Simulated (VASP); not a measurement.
```
BP
1.0
    3.07657     0.00000     0.00000
   -1.53828     2.66439     0.00000
    0.00000     0.00000     5.10861
B P
2 2
Direct
  0.33333   0.66667   0.00077
  0.66667   0.33333   0.50077
  0.33333   0.66667   0.37423
  0.66667   0.33333   0.87423
```

Method: PBEsol GGA, VASP's PBE PAW potentials (set 64) (plane waves; VASP). Numerical set-up: 620 eV cut-off, 8×8×5 Γ-centred mesh, Gaussian smearing of 0.050 eV, potentials B P.

Q: Estimate the energy per atom (σ→0), pressure.

A: 
```
Item                           Result
---------------------  --------------
energy per atom (σ→0)  -6.765 eV/atom
pressure                    20.08 GPa
```

Only differences to runs with the same potentials and settings are physical.

The structure was generated: BP was put into the wurtzite type (P6_3mc), which need not be its known phase. It was relaxed first under an external pressure of 20 GPa.
